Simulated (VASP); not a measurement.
Crystal: MgC2.

```
CELL_PARAMETERS angstrom
3.68852 0.00000 0.00000
0.00000 3.68852 0.00000
0.00000 0.00000 4.24630
ATOMIC_POSITIONS crystal
Mg 0.00000 0.50000 0.04929
Mg 0.50000 0.00000 0.95071
C 0.00000 0.00000 0.61377
C 0.00000 0.00000 0.38623
C 0.50000 0.50000 0.38623
C 0.50000 0.50000 0.61377
```

The cell was built by a generator and needn't be a form met in nature.

```yaml
Program: VASP 6.6.1
Task: relaxation of the atoms
Functional: RPBE
Potentials_or_basis: VASP PAW PBE potentials, release 64 (Mg, C)
Cutoff: 520 eV
k_mesh: 7 × 7 × 6
Occupations: gaussian, width 0.05 eV
Spin: no spin polarisation
```

At the start: pressure 119.5 GPa; volume 9.63 Å³/atom.

Problem. Where does the relaxation end?

Solution. Over 18 steps the energy falls by 2100.4 meV/atom; space group P4/mmm (No. 123, to 0.05 Å).

The path:
| step | energy change (eV) | largest force (eV/Å) | pressure (GPa) |
| --- | --- | --- | --- |
| 1 | 0.0000 | 54.8521 | 119.48 |
| 2 | -4.0150 | 2.2525 | 32.47 |
| 3 | -5.5007 | 4.3896 | 21.00 |
| 4 | -10.6571 | 5.6184 | 8.27 |
| 5 | 103.9833 | 341.0943 | 423.78 |
| 6 | -11.8147 | 3.8961 | 11.85 |
| 7 | -11.4160 | 9.4322 | 45.61 |
| 8 | -12.4599 | 0.6809 | 21.71 |
| 9 | -12.5000 | 0.5346 | 21.13 |
| 10 | -12.5779 | 0.2492 | 20.10 |
| 11 | -12.5786 | 0.2731 | 21.08 |
| 12 | -12.6019 | 0.1758 | 20.10 |
| 13 | -12.5468 | 1.5824 | 15.97 |
| 14 | -12.6026 | 0.0198 | 19.67 |
| 15 | -12.6026 | 0.0076 | 19.63 |
| 16 | -12.6026 | 0.0077 | 19.62 |
| 17 | -12.6026 | 0.0057 | 19.61 |
| 18 | -12.6026 | 0.0025 | 19.61 |

Final structure:
```cif
data_structure
_symmetry_space_group_name_H-M 'P 1'
_symmetry_Int_Tables_number 1
_cell_length_a 3.6885
_cell_length_b 3.6885
_cell_length_c 4.2463
_cell_angle_alpha 90.000
_cell_angle_beta 90.000
_cell_angle_gamma 90.000
_cell_volume 57.77
loop_
_atom_site_label
_atom_site_type_symbol
_atom_site_fract_x
_atom_site_fract_y
_atom_site_fract_z
_atom_site_occupancy
Mg1 Mg 0.00000 0.50000 0.99998 1
Mg2 Mg 0.50000 0.00000 0.00002 1
C1 C 0.00000 0.00000 0.34594 1
C2 C 0.00000 0.00000 0.65406 1
C3 C 0.50000 0.50000 0.65406 1
C4 C 0.50000 0.50000 0.34594 1
```

Caveat: the standard files for N, O and F lose accuracy on very short bonds; the PAW data sets were made with another functional, which shifts forces and pressure a little.
